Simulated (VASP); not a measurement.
An input for Ansatz (written as the equivalent of a VASP run, and not itself run):

Ansatz 0.2 input:
```yaml
crystal:
  lattice:
    - [0.0000000, 2.6214000, 2.6214000]
    - [2.6214000, 0.0000000, 2.6214000]
    - [2.6214000, 2.6214000, 0.0000000]
  atoms:
    - { symbol: Li, position: [0.0000000, 0.0000000, 0.0000000] }
    - { symbol: Cl, position: [0.5000000, 0.5000000, 0.5000000] }
kpoints:
  mp_grid: { grid: [8, 8, 8] }
hamiltonian:
  xc: pbe
  pseudopotentials: { kind: paw }
scf:
  occupations: { method: gaussian, width: 0.05 }
  max_iter: 100
output: { forces: true, stress: true, eigenvalues: true }
```

Q: Write the VASP files for the same calculation (PBE).

A: One answer among several that fit: 
**KPOINTS**
```
Automatic mesh
0
Gamma
8 8 8
0 0 0
```

INCAR:
```
# general
SYSTEM  =  LiCl
PREC    =  Accurate
ENCUT   =  520
LREAL   =  .False.
LASPH   =  .True.

# electronic loop
EDIFF   =  1E-5
NELM    =  100
ALGO    =  Normal

# smearing
ISMEAR  =  0
SIGMA   =  0.05

# functional
GGA     =  PE

# ions
ISIF    =  2

# output
LWAVE   =  .False.
LCHARG  =  .False.
```

### POSCAR
```
LiCl
3.7072190
  0.0000000000   0.7071068637   0.7071068637
  0.7071068637   0.0000000000   0.7071068637
  0.7071068637   0.7071068637   0.0000000000
Li Cl
1 1
Cart
  0.0000000000   0.0000000000   0.0000000000
  0.7071068637   0.7071068637   0.7071068637
```

POTCAR, in this order: Li_sv Cl (PBE.64 set). Program: vasp_std.

The two are equivalent in intent, not identical: each code has its own PAW files, so the cut-off isn't converted (ENCUT is set for VASP's; basis.ecutwfc is left out, and Ansatz then takes the one that its files recommend); Ansatz stops its SCF on the density residual and VASP on the energy change (EDIFF).

The compound is LiCl in the rock salt structure. The cell was not relaxed at this level. The run is one of a series of settings (EDIFF = 1E-5 against the base run), some of them coarse on purpose.
